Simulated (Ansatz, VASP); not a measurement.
One calculation of Y4Os, two programs

The input INCAR:

```
PREC = Accurate
ENCUT = 520
EDIFF = 1E-7
ISMEAR = 0
SIGMA = 0.1
LREAL = False
LASPH = True
NELM = 150
ALGO = Normal
ISIF = 2
LWAVE = False
LCHARG = False
ISPIN = 2
MAGMOM = 0 0 0 0 1
LORBIT = 11
LMAXMIX = 4
GGA = PE
NBANDS = 38
```

Contents of KPOINTS:

```
Automatic mesh
0
Gamma
  4 4 4
```

POSCAR

```
Y4Os
1.0
   -3.3677945574      3.3677945574      3.3677945574
    3.3677945574     -3.3677945574      3.3677945574
    3.3677945574      3.3677945574     -3.3677945574
Y Os
4 1
Direct
    0.0000000000      0.0000000000      0.5000000000
    0.0000000000      0.5000000000      0.0000000000
    0.5000000000      0.0000000000      0.0000000000
    0.5000000000      0.5000000000      0.5000000000
    0.0000000000      0.0000000000      0.0000000000
```

Input for Ansatz:

```yaml
crystal:
  lattice:
    - [-3.3677945574, 3.3677945574, 3.3677945574]
    - [3.3677945574, -3.3677945574, 3.3677945574]
    - [3.3677945574, 3.3677945574, -3.3677945574]
  atoms:
    - { symbol: "Y", position: [0.0, 0.0, 0.5] }
    - { symbol: "Y", position: [0.0, 0.5, 0.0] }
    - { symbol: "Y", position: [0.5, 0.0, 0.0] }
    - { symbol: "Y", position: [0.5, 0.5, 0.5] }
    - { symbol: Os, position: [0.0, 0.0, 0.0], spin: 1.0 }
basis:
  ecutwfc: 420
kpoints:
  mp_grid: { grid: [4, 4, 4] }
hamiltonian:
  xc: pbe
scf:
  occupations: { method: gaussian, width: 0.1 }
  lower_state_search: "off"
output:
  forces: true
  stress: true
  eigenvalues: true
  populations: true
magnetization:
  spin_polarized: true
```

Change from the starting cell: species swapped into the MnGa4 type (Im-3m, No. 229).

Alike in both runs: task single point; functional PBE; k mesh 4 × 4 × 4; occupations gaussian, width 0.1 eV; collinear spin.

```csv
,VASP,Ansatz
version,VASP 6.6.1,Ansatz 0.2.0
potentials or method,"VASP PAW PBE potentials, release 64 (Y_sv, Os)","scalar-relativistic, plane waves, PAW"
plane-wave cutoff (eV),520,420
valence electrons in the cell,52,60
```

|  | VASP | Ansatz | Ansatz less VASP |
| --- | --- | --- | --- |
| gap on the k mesh at the Fermi level (eV) | none | none | - |
| pressure (GPa) | 0.0 | 0.0 | +0.07 |
| net moment per atom (μB) | 0.00 | 0.00 | 0.000 |

A gap of «none» marks a metal or a gap that the smearing closes. With one functional, cell and mesh, what is left measures potentials, basis and numerics. The two sets of potentials don't hold the same shells in valence. Ansatz warned: «seeded_moment_not_kept».

Spin-orbit coupling is left out, which matters for the levels of Os.
